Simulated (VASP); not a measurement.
Data:

```
CELL_PARAMETERS angstrom
      0.00000     3.00149     3.00149
      3.00149     0.00000     3.00149
      3.00149     3.00149     0.00000
ATOMIC_POSITIONS crystal
  Li 0.25000 0.25000 0.25000
  Li 0.75000 0.75000 0.75000
  Se 0.00000 0.00000 0.00000
```

All values below come from PBE GGA, VASP's PBE PAW potentials (set 64) (plane waves; VASP). Numerical set-up: 600 eV cut-off, 8×8×8 Γ-centred mesh, Gaussian smearing of 0.050 eV, potentials Li_sv Se.

Each relaxation starts from this cell; other phases were not tried.

**Question.** The cell is relaxed at 5 GPa. What happens?

**Answer.** The volume per atom goes from 18.03 to 16.01 Å³ (-11.2 %), and the cell becomes a = b = c = 5.7705 Å, α = β = γ = 90.00°, space group Fm-3m. The gap on the mesh goes from 2.97 to 2.86 eV.

**Question.** The cell is relaxed at 10 GPa. What happens?

**Answer.** The volume per atom goes from 18.03 to 14.75 Å³ (-18.2 %), and the cell becomes a = b = c = 5.615 Å, α = β = γ = 90.00°, space group Fm-3m. The gap on the mesh goes from 2.97 to 2.75 eV.

Failed runs are left out, and for metals the shear rows, which the mesh's noise covers.

The compound is Li2Se in the antifluorite structure.
